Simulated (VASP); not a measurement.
RbOs2O6, 18 atoms in the cell. It takes space group Fd-3m (No. 227, cubic). The conventional cell has a = 10.150 Å, b = 10.150 Å, c = 10.150 Å, α = 90.00°, β = 90.00°, γ = 90.00°. Around Rb (site symmetry -43m) lie 6 O at 3.14 Å. Os (site symmetry -3m) has 6 O at 1.91 Å as nearest neighbours. O (site symmetry 2mm) is surrounded by 2 Os at 1.91 Å. 

```yaml
Program: VASP 6.6.1
Task: relaxation of cell and atoms
Functional: r2SCAN
Potentials_or_basis: VASP PAW PBE potentials, release 64 (Rb_sv, Os, O)
Cutoff: 600 eV
k_mesh: 6 × 6 × 6
Occupations: methfessel-paxton, width 0.1 eV
Spin: no spin polarisation
Further_INCAR_settings: ALGO = Normal; EDIFF = 1e-07; IBRION = 2; EDIFFG = -0.005; NSW = 90; ISIF = 3
```

Potentials or basis: VASP PAW PBE potentials, release 64 (Rb_sv, Os, O).

Command:

```sh
$ cat potpaw_PBE.64/Rb_sv/POTCAR potpaw_PBE.64/Os/POTCAR potpaw_PBE.64/O/POTCAR > POTCAR
$ mpirun -np 4 vasp_std > vasp.out
```

Hardware: 4 MPI ranks on Intel(R) Xeon(R) 6975P-C (Granite Rapids), on a shared host.

How long does it take, and how much memory?

Wall time 5.8 min on 4 MPI ranks on Intel(R) Xeon(R) 6975P-C (Granite Rapids), on a shared host, peak memory 0.71 GiB a rank. Counts: scf iterations 23, k points 16, ion steps 1.
